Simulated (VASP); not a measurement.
A VASP calculation is set up with these files.

INCAR:
```
SYSTEM = RbCl
PREC = Accurate; ENCUT = 400; LREAL = F
LASPH = T
EDIFF = 1E-8; NELM = 100; ALGO = Normal
LMAXMIX = 4
ISMEAR = 0; SIGMA = 0.05
IBRION = 1; NSW = 30; ISIF = 2
EDIFFG = -0.001
LWAVE = F; LCHARG = F
```

POSCAR:
```
RbCl
1.0
  0.0000000000   3.1898232436   3.1898232436
  3.1898232436   0.0000000000   3.1898232436
  3.1898232436   3.1898232436   0.0000000000
Rb Cl
1 1
Direct
  0.0000000000   0.0000000000   0.0000000000
  0.5000000000   0.5000000000   0.5000000000
```

### KPOINTS
```
Regular mesh
0
G
7 7 7
0 0 0
```

POTCAR, in this order: Rb_sv Cl (LDA.64 set). Program: vasp_std.

Question: Write an equivalent input for Ansatz.

Answer: One equivalent input (not run):
Ansatz 0.2 input:
```yaml
crystal:
  lattice:
    - [0.0000000, 3.1898232, 3.1898232]
    - [3.1898232, 0.0000000, 3.1898232]
    - [3.1898232, 3.1898232, 0.0000000]
  atoms:
    - { symbol: Rb, position: [0.0000000, 0.0000000, 0.0000000] }
    - { symbol: Cl, position: [0.5000000, 0.5000000, 0.5000000] }
kpoints:
  mp_grid: { grid: [7, 7, 7] }
hamiltonian:
  xc: lda
  pseudopotentials: { kind: paw }
scf:
  occupations: { method: gaussian, width: 0.05 }
  max_iter: 100
relax:
  max_steps: 30
  f_tol: 0.001
output: { forces: true, stress: true, eigenvalues: true }
```
The two are equivalent in intent, not identical: each code has its own PAW files, so the cut-off isn't converted (ENCUT is set for VASP's; basis.ecutwfc is left out, and Ansatz then takes the one that its files recommend); Ansatz stops its SCF on the density residual and VASP on the energy change (EDIFF); Ansatz's lda is the Perdew-Wang form, while the LDA potentials of VASP carry Perdew-Zunger's.

The compound is RbCl in the rock salt structure. It was relaxed first, which changed the volume by -9 %. The start is the result of an earlier pass.
